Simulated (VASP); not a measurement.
All values below come from LDA (Ceperley-Alder, Perdew-Zunger), VASP's LDA PAW potentials (set 64) (plane waves; VASP).

VASP ran on this input.

### INCAR
```
ALGO = Normal
EDIFF = 1E-7
ENCUT = 400
IBRION = 6
ISIF = 2
ISMEAR = 1
LASPH = .TRUE.
LCHARG = .FALSE.
LPHON_DISPERSION = .TRUE.
LREAL = .FALSE.
LWAVE = .FALSE.
NELM = 100
NFREE = 2
NSW = 1
POTIM = 0.015
PREC = Accurate
SIGMA = 0.1
SYSTEM = K
```

File QPOINTS:
```
k-points along high-symmetry lines
13
Line-mode
Cartesian
  0.000000   0.000000   0.000000 ! GAMMA
  0.000000   0.198357   0.000000 ! H

  0.000000   0.198357   0.000000 ! H
  0.099178   0.099178   0.000000 ! N

  0.099178   0.099178   0.000000 ! N
  0.000000   0.000000   0.000000 ! GAMMA

  0.000000   0.000000   0.000000 ! GAMMA
  0.099178   0.099178   0.099178 ! P

  0.099178   0.099178   0.099178 ! P
  0.000000   0.198357   0.000000 ! H

  0.099178   0.099178   0.099178 ! P
  0.099178   0.099178   0.000000 ! N
```

File KPOINTS:
```
Automatic mesh
0
Gamma
3 3 3
0 0 0
```

POSCAR:
```
K
1
   -7.5621411567     7.5621411567     7.5621411567
    7.5621411567    -7.5621411567     7.5621411567
    7.5621411567     7.5621411567    -7.5621411567
K
27
Direct
  0.0000000000   0.0000000000   0.0000000000
  0.0000000000   0.0000000000   0.3333333333
  0.0000000000   0.0000000000   0.6666666667
  0.0000000000   0.3333333333   0.0000000000
  0.0000000000   0.3333333333   0.3333333333
  0.0000000000   0.3333333333   0.6666666667
  0.0000000000   0.6666666667   0.0000000000
  0.0000000000   0.6666666667   0.3333333333
  0.0000000000   0.6666666667   0.6666666667
  0.3333333333   0.0000000000   0.0000000000
  0.3333333333   0.0000000000   0.3333333333
  0.3333333333   0.0000000000   0.6666666667
  0.3333333333   0.3333333333   0.0000000000
  0.3333333333   0.3333333333   0.3333333333
  0.3333333333   0.3333333333   0.6666666667
  0.3333333333   0.6666666667   0.0000000000
  0.3333333333   0.6666666667   0.3333333333
  0.3333333333   0.6666666667   0.6666666667
  0.6666666667   0.0000000000   0.0000000000
  0.6666666667   0.0000000000   0.3333333333
  0.6666666667   0.0000000000   0.6666666667
  0.6666666667   0.3333333333   0.0000000000
  0.6666666667   0.3333333333   0.3333333333
  0.6666666667   0.3333333333   0.6666666667
  0.6666666667   0.6666666667   0.0000000000
  0.6666666667   0.6666666667   0.3333333333
  0.6666666667   0.6666666667   0.6666666667
```

POTCAR, in this order: K_sv (LDA.64 set). Program: vasp_std.

The run wrote:

### OSZICAR
```
       N       E                     dE             d eps       ncg     rms          rms(c)
DAV:   1     0.173339584735E+04    0.17334E+04   -0.93149E+04  1320   0.113E+03
DAV:   2     0.133204976510E+03   -0.16002E+04   -0.15732E+04  1282   0.393E+02
DAV:   3    -0.184683770397E+02   -0.15167E+03   -0.14907E+03  1640   0.850E+01
DAV:   4    -0.307385900973E+02   -0.12270E+02   -0.12226E+02  2008   0.220E+01
DAV:   5    -0.315711091068E+02   -0.83252E+00   -0.83140E+00  1704   0.357E+00    0.133E+01
DAV:   6    -0.315492554781E+02    0.21854E-01   -0.27069E-01  1552   0.853E-01    0.828E+00
DAV:   7    -0.315397737646E+02    0.94817E-02   -0.11629E-01  1584   0.691E-01    0.375E-01
DAV:   8    -0.315402516589E+02   -0.47789E-03   -0.13258E-02  1528   0.285E-01    0.220E-01
DAV:   9    -0.315403892602E+02   -0.13760E-03   -0.74893E-04  1880   0.677E-02    0.692E-02
DAV:  10    -0.315404509793E+02   -0.61719E-04   -0.15851E-04  1312   0.296E-02    0.346E-02
DAV:  11    -0.315404533453E+02   -0.23660E-05   -0.10493E-05  1688   0.924E-03    0.162E-02
DAV:  12    -0.315404537843E+02   -0.43893E-06   -0.13691E-06  1312   0.260E-03    0.279E-03
DAV:  13    -0.315404537865E+02   -0.21901E-08   -0.13551E-07   816   0.109E-03
   1 F= -.31540454E+02 E0= -.31533909E+02  d E =-.196349E-01
 Found     1 degrees of freedom:
       N       E                     dE             d eps       ncg     rms          rms(c)
DAV:   1    -0.315392974297E+02    0.11564E-02   -0.59665E-01  1906   0.179E+00    0.109E-01
DAV:   2    -0.315403624641E+02   -0.10650E-02   -0.11568E-02  1902   0.290E-01    0.455E-02
DAV:   3    -0.315404080657E+02   -0.45602E-04   -0.71028E-04  2552   0.414E-02    0.345E-02
DAV:   4    -0.315404036829E+02    0.43828E-05   -0.97513E-06  2240   0.848E-03    0.245E-02
DAV:   5    -0.315403995889E+02    0.40941E-05   -0.71700E-06  2072   0.904E-03    0.124E-02
DAV:   6    -0.315403994272E+02    0.16165E-06   -0.28607E-06  2480   0.359E-03    0.766E-03
DAV:   7    -0.315403993042E+02    0.12305E-06   -0.46257E-07  1992   0.175E-03    0.419E-03
DAV:   8    -0.315403992999E+02    0.42419E-08   -0.30526E-07  1992   0.114E-03
   2 F= -.31540399E+02 E0= -.31533855E+02  d E =-.196334E-01
       N       E                     dE             d eps       ncg     rms          rms(c)
DAV:   1    -0.315369044678E+02    0.34948E-02   -0.18586E+00  1888   0.293E+00    0.176E-01
DAV:   2    -0.315402753240E+02   -0.33709E-02   -0.36071E-02  1818   0.509E-01    0.708E-02
DAV:   3    -0.315404221023E+02   -0.14678E-03   -0.20608E-03  2800   0.727E-02    0.570E-02
DAV:   4    -0.315404096177E+02    0.12485E-04   -0.18192E-05  2192   0.142E-02    0.393E-02
DAV:   5    -0.315403992824E+02    0.10335E-04   -0.21598E-05  2127   0.154E-02    0.178E-02
DAV:   6    -0.315403994210E+02   -0.13856E-06   -0.10723E-05  2888   0.669E-03    0.911E-03
DAV:   7    -0.315403992510E+02    0.16998E-06   -0.11420E-06  2080   0.327E-03    0.415E-03
DAV:   8    -0.315403993010E+02   -0.49942E-07   -0.56294E-07  2376   0.181E-03
   3 F= -.31540399E+02 E0= -.31533855E+02  d E =-.196334E-01
```

File OUTCAR:
```
------------------------ aborting loop because EDIFF is reached ----------------------------------------
  FORCE on cell =-STRESS in cart. coord.  units (eV):
  Direction    XX          YY          ZZ          XY          YZ          ZX
  --------------------------------------------------------------------------------------
  Total       -0.1498073     -0.1496671     -0.1496671      0.0000000      0.0000000     -0.0000000
  in kB       -0.1387552     -0.1386253     -0.1386253      0.0000000      0.0000000     -0.0000000
  external PRESSURE =      -0.1386686 kB  Pullay stress =       0.0000000 kB
  volume of cell :     1729.79
      direct lattice vectors                 reciprocal lattice vectors
    -7.562141157  7.562141157  7.562141157     0.000000000  0.066118840  0.066118840
     7.562141157 -7.562141157  7.562141157     0.066118840  0.000000000  0.066118840
     7.562141157  7.562141157 -7.562141157     0.066118840  0.066118840  0.000000000
 POSITION                                       TOTAL-FORCE (eV/Angst)
 -----------------------------------------------------------------------------------
     -0.01500      0.00000      0.00000         0.007502      0.000000      0.000000
      2.52071      2.52071     -2.52071        -0.000847     -0.000926      0.000926
      5.04143      5.04143     -5.04143        -0.000853     -0.000941      0.000941
      2.52071     -2.52071      2.52071        -0.000847      0.000926     -0.000926
      5.04143      0.00000      0.00000        -0.000426      0.000000      0.000000
      7.56214      2.52071     -2.52071        -0.000013     -0.000000      0.000000
      5.04143     -5.04143      5.04143        -0.000853      0.000941     -0.000941
      7.56214     -2.52071      2.52071        -0.000013      0.000000     -0.000000
     10.08285      0.00000      0.00000        -0.000451      0.000000      0.000000
     -2.52071      2.52071      2.52071        -0.000853      0.000941      0.000941
      0.00000      5.04143      0.00000        -0.000020     -0.000000      0.000000
      2.52071      7.56214     -2.52071         0.000039      0.000000     -0.000049
      0.00000      0.00000      5.04143        -0.000020      0.000000     -0.000000
      2.52071      2.52071      2.52071        -0.000847     -0.000926     -0.000926
      5.04143      5.04143     -0.00000         0.000038      0.000047      0.000000
      2.52071     -2.52071      7.56214         0.000039     -0.000049      0.000000
      5.04143     -0.00000      5.04143         0.000038      0.000000      0.000047
      7.56214      2.52071      2.52071        -0.000013     -0.000000     -0.000000
     -5.04143      5.04143      5.04143        -0.000847      0.000926      0.000926
     -2.52071      7.56214      2.52071         0.000038      0.000000     -0.000047
      0.00000     10.08285      0.00000        -0.000020      0.000000      0.000000
     -2.52071      2.52071      7.56214         0.000038     -0.000047      0.000000
     -0.00000      5.04143      5.04143        -0.000013      0.000000      0.000000
      2.52071      7.56214      2.52071         0.000039      0.000000      0.000049
      0.00000      0.00000     10.08285        -0.000020      0.000000      0.000000
      2.52071      2.52071      7.56214         0.000039      0.000049      0.000000
      5.04143      5.04143      5.04143        -0.000853     -0.000941     -0.000941
 -----------------------------------------------------------------------------------
    total drift:                                0.000219      0.000000      0.000000
  FREE ENERGIE OF THE ION-ELECTRON SYSTEM (eV)
  ---------------------------------------------------
  free  energy   TOTEN  =       -31.5403993010 eV

  energy  without entropy=      -31.5207659091  energy(sigma->0) =      -31.53385484
```
(Selected blocks of OUTCAR.)

The cell is a supercell, built from K (bcc).
